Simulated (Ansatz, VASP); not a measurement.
Given: the input of a run of VASP 6.6.1 on AgRh.

Contents of INCAR:

```
SYSTEM = AgRh
PREC     = Accurate       ! precision mode
ENCUT    = 520            ! plane-wave cutoff, eV
EDIFF    = 1E-7           ! SCF threshold, eV
ISMEAR   = -1             ! smearing method
SIGMA    = 0.05           ! smearing width, eV
LREAL    = .False.        ! projectors in reciprocal space
LASPH    = .True.         ! aspherical terms in the spheres
NELM     = 100            ! most SCF steps
ALGO     = Normal         ! electronic algorithm
ISIF     = 2              ! what is computed and relaxed
LWAVE    = .False.        ! write WAVECAR
LCHARG   = .False.        ! write CHGCAR
GGA      = PE             ! functional
NBANDS   = 20             ! bands
```

KPOINTS

```
regular mesh
0
Gamma
  11 11 6
  0 0 0
```

POSCAR

```
AgRh
1.0
    2.7959833597      0.0000000000      0.0000000000
   -1.3979916799      2.4213926181      0.0000000000
    0.0000000000      0.0000000000      4.8404479744
Ag Rh
1 1
Direct
    0.0000000000      0.0000000000      0.5000000000
    0.6666666667      0.3333333333      0.0000000000
```

Potentials or basis: VASP PAW PBE potentials, release 64 (Ag, Rh_pv).

Run with:

```console
$ cat potpaw_PBE.64/Ag/POTCAR potpaw_PBE.64/Rh_pv/POTCAR > POTCAR
$ mpirun -np 1 vasp_std > vasp.out
```

**Question.** Translate it to Ansatz 0.2.0. Potentials there: Ansatz PAW.

**Answer.** As run (the cutoff follows the program's own potentials):

The input input.yaml:

```yaml
crystal:
  lattice:
    - [2.7959833597, 0.0, 0.0]
    - [-1.3979916799, 2.4213926181, 0.0]
    - [0.0, 0.0, 4.8404479744]
  atoms:
    - { symbol: Ag, position: [0.0, 0.0, 0.5] }
    - { symbol: Rh, position: [0.6666666667, 0.3333333333, 0.0] }
hamiltonian:
  xc: pbe
  pseudopotentials: { kind: paw }
kpoints:
  mp_grid: { grid: [11, 11, 6] }
scf:
  occupations: { method: fermi_dirac, width: 0.05 }
output:
  forces: true
  stress: true
  eigenvalues: true
```

Potentials or basis: Ansatz PAW.

The run is started by

```console
$ ansatz run input.yaml --threads 2 --pin off --max-ram 5632MiB --backend cpu --events-out ev --progress --plain --runs-dir out
```

Both were run:

|  | VASP | Ansatz | Ansatz less VASP |
| --- | --- | --- | --- |
| gap on the k mesh at the Fermi level (eV) | none | none | - |
| pressure (GPa) | -5.1 | -5.0 | +0.09 |
| largest component of the traceless stress (GPa) | 0.19 | 0.23 | +0.039 |

A gap of «none» marks a metal or a gap that the smearing closes. The two sets of potentials don't hold the same shells in valence.
